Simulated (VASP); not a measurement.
MgPt₂ (space group C2/m): computed properties

Calculation: PBEsol GGA, VASP's PBE PAW potentials (set 64) (plane waves; VASP 6.6.1).

```yaml
space_group: C2/m (12)
cell: a = 10.135 Å, b = 2.800 Å, c = 6.729 Å, α = γ = 90.00°, β = 106.30°
volume_per_atom: 15.27 Å³/atom
band gap (over mesh and band path): none (metal, semimetal or under 0.01 eV)
band_gap_with_spin_orbit_coupling: none (metallic)
density: 15.02 g/cm³
```

Space group C2/m (No. 12); a = 10.135 Å, b = 2.800 Å, c = 6.729 Å, α = γ = 90.00°, β = 106.30°

```json
[
 {"atom": "Mg", "site": "4i", "symmetry": "m", "x": "0.4695", "y": "0.0000", "z": "0.2040"},
 {"atom": "Pt", "site": "4i", "symmetry": "m", "x": "0.1387", "y": "0.0000", "z": "0.5193"},
 {"atom": "Pt", "site": "4i", "symmetry": "m", "x": "0.1899", "y": "0.0000", "z": "0.1337"}
]
```
(The calculation used a cell of 6 atoms; values per cell refer to that cell.)

Unless said otherwise, spin-orbit coupling is left out, though it shifts the bands of the heavy elements here.

The structure comes from a computed database's MgPt2 entry (C2/m); how it stands against other phases isn't given here. It was relaxed first. Symmetry was kept, so distortions that lower it aren't found.
